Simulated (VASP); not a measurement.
Output of a VASP run:

File OSZICAR:
```
       N       E                     dE             d eps       ncg     rms          rms(c)
DAV:   1     0.420894454092E+02    0.42089E+02   -0.44080E+03  2352   0.100E+03
DAV:   2    -0.102682271976E+02   -0.52358E+02   -0.50319E+02  2328   0.210E+02
DAV:   3    -0.108973440269E+02   -0.62912E+00   -0.62794E+00  3456   0.307E+01
DAV:   4    -0.109009386648E+02   -0.35946E-02   -0.35942E-02  2832   0.167E+00
DAV:   5    -0.109009717435E+02   -0.33079E-04   -0.33079E-04  3536   0.103E-01    0.175E+01
DAV:   6    -0.104095249904E+02    0.49145E+00   -0.97992E-01  2696   0.141E+01    0.718E+00
DAV:   7    -0.103134461985E+02    0.96079E-01   -0.29888E-01  3104   0.712E+00    0.159E+00
DAV:   8    -0.103065392716E+02    0.69069E-02   -0.24595E-03  2632   0.824E-01    0.441E-01
DAV:   9    -0.103057261506E+02    0.81312E-03   -0.74889E-04  3120   0.483E-01    0.392E-02
DAV:  10    -0.103057234059E+02    0.27447E-05   -0.74629E-06  3240   0.356E-02    0.599E-03
DAV:  11    -0.103057234482E+02   -0.42342E-07   -0.13861E-07  1816   0.277E-03
   1 F= -.94559357E+01 E0= -.94558444E+01  d E =-.945594E+01
```

### OUTCAR
```
------------------------ aborting loop because EDIFF is reached ----------------------------------------
  FORCE on cell =-STRESS in cart. coord.  units (eV):
  Direction    XX          YY          ZZ          XY          YZ          ZX
  --------------------------------------------------------------------------------------
  Total        0.8380327      0.8380327      0.8380327      0.0000000      0.0000000      0.0000000
  in kB       98.6167122     98.6167122     98.6167122      0.0000000      0.0000000      0.0000000
  external PRESSURE =      -1.3832878 kB  Pullay stress =     100.0000000 kB
  volume of cell :       13.62
      direct lattice vectors                 reciprocal lattice vectors
     0.000000000  1.895237667  1.895237667    -0.263819155  0.263819155  0.263819155
     1.895237667  0.000000000  1.895237667     0.263819155 -0.263819155  0.263819155
     1.895237667  1.895237667  0.000000000     0.263819155  0.263819155 -0.263819155
 POSITION                                       TOTAL-FORCE (eV/Angst)
 -----------------------------------------------------------------------------------
      0.00000      0.00000      0.00000        -0.000000     -0.000000      0.000000
 -----------------------------------------------------------------------------------
    total drift:                               -0.000000     -0.000000     -0.000000
  FREE ENERGIE OF THE ION-ELECTRON SYSTEM (eV)
  ---------------------------------------------------
  free  energy   TOTEN  =       -10.3057234482 eV

  energy  without entropy=      -10.3054493269  energy(sigma->0) =      -10.30563207
  enthalpy is  TOTEN    =        -9.4559357281 eV   P V=        0.8497877202

 reached required accuracy - stopping structural energy minimisation
```
(Selected blocks of OUTCAR.)

File POSCAR:
```
Ir
1
    0.0000000000     1.8952376672     1.8952376672
    1.8952376672     0.0000000000     1.8952376672
    1.8952376672     1.8952376672     0.0000000000
Ir
1
Direct
  0.0000000000   0.0000000000   0.0000000000
```

Reconstruct the remaining input files.

This is not unique; one that fits is the input of the run itself, LDA (Ceperley-Alder, Perdew-Zunger), plane waves, VASP's LDA PAW potentials (set 64).

**INCAR**
```
SYSTEM  =  Ir
PREC  =  Accurate; ENCUT  =  500; LREAL  =  .False.
LASPH  =  .True.
EDIFF  =  1E-6; NELM  =  100; ALGO  =  Normal
LMAXMIX  =  6
ISMEAR  =  1; SIGMA  =  0.1
IBRION  =  2; NSW  =  40; ISIF  =  3
EDIFFG  =  -0.02; PSTRESS  =  100
LWAVE  =  .False.; LCHARG  =  .False.
```

KPOINTS:
```
Regular mesh
0
G
 16 16 16
```

POTCAR, in this order: Ir (LDA.64 set). Program: vasp_std.

The compound is Ir in the fcc structure. It was relaxed first under an external pressure of 10 GPa.
